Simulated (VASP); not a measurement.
A VASP calculation is set up with these files.

### KPOINTS
```
Automatic mesh
0
Gamma
8 8 4
0 0 0
```

**POSCAR**
```
MgTe
1
    2.2811615696    -3.9510881550     0.0000000000
    2.2811615696     3.9510881550     0.0000000000
    0.0000000000     0.0000000000     7.4222022688
Mg Te
2 2
Direct
  0.6666670000   0.3333330000   0.4998084451
  0.3333330000   0.6666670000   0.9998084451
  0.6666670000   0.3333330000   0.8761915549
  0.3333330000   0.6666670000   0.3761915549
```

INCAR:
```
SYSTEM = MgTe
PREC = Accurate
ENCUT = 520
EDIFF = 1E-7
NELM = 100
ALGO = Normal
LREAL = .FALSE.
LASPH = .TRUE.
ISMEAR = -5
GGA = PS
LMAXMIX = 4
LWAVE = .FALSE.
LCHARG = .TRUE.
LORBIT = 11
NEDOS = 601
ISIF = 2
```

POTCAR, in this order: Mg Te (PBE.64 set). Program: vasp_std.

Translate this PBEsol calculation to Quantum ESPRESSO's pw.x.

One equivalent input (not run):
```
&CONTROL
  calculation = 'scf'
  pseudo_dir = './pseudo'
  outdir = './out'
  tprnfor = .true.
  tstress = .true.
/
&SYSTEM
  ibrav = 0
  nat = 4
  ntyp = 2
  ecutwfc = 84
  occupations = 'tetrahedra'
  input_dft = 'pbesol'
/
&ELECTRONS
  conv_thr = 7.3e-09
  electron_maxstep = 100
/
ATOMIC_SPECIES
  Mg 24.305 Mg.upf
  Te 127.600 Te.upf
CELL_PARAMETERS angstrom
     2.2811616   -3.9510882    0.0000000
     2.2811616    3.9510882    0.0000000
     0.0000000    0.0000000    7.4222023
ATOMIC_POSITIONS crystal
  Mg   0.6666670  0.3333330  0.4998084
  Mg   0.3333330  0.6666670  0.9998084
  Te   0.6666670  0.3333330  0.8761916
  Te   0.3333330  0.6666670  0.3761916
K_POINTS automatic
  8 8 4 0 0 0
```
Limits of the translation: the potentials are each code's own (VASP's PAW set, PseudoDojo norm-conserving files in pw.x), so ENCUT and ecutwfc are chosen apart and not converted; conv_thr bounds pw.x's estimated SCF error, while EDIFF bounds the energy change between steps.

The compound is MgTe in the wurtzite structure. It was relaxed first.
